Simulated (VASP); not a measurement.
Consider the following.

```yaml
crystal:
  lattice:
    - [4.44000, 2.22000, 2.22000]
    - [2.22000, 4.44000, 2.22000]
    - [2.22000, 2.22000, 4.44000]
  atoms:
    - { symbol: Mn, position: [0.00000, 0.00000, 0.00000], spin: 5.0 }
    - { symbol: Mn, position: [0.50000, 0.50000, 0.50000], spin: -5.0 }
    - { symbol: O, position: [0.25000, 0.25000, 0.25000] }
    - { symbol: O, position: [0.75000, 0.75000, 0.75000] }
```

These are PBE GGA + U (Dudarev), VASP's PBE PAW potentials (set 64) (plane waves; VASP) values and carry that method's errors. Numerical set-up: 520 eV cut-off, 7×7×7 Γ-centred mesh, Gaussian smearing of 0.050 eV, potentials Mn_pv O, U − J: Mn 2.00 eV.

Question: Give the stress tensor in GPa (positive for a compressed cell).

Answer: 
```
 3.35  -1.37  -1.37
-1.37   3.35  -1.37
-1.37  -1.37   3.35
```
The pressure is its mean diagonal, 3.35 GPa.

The compound is MnO in the rock salt, AFM-II order structure. The cell was not relaxed at this level. The run is one of a series of settings (LDAU = .TRUE., LDAUJ = 0 0, LDAUL = 2 -1, LDAUTYPE = 2, LDAUU = 2.0 0 against the base run), some of them coarse on purpose.
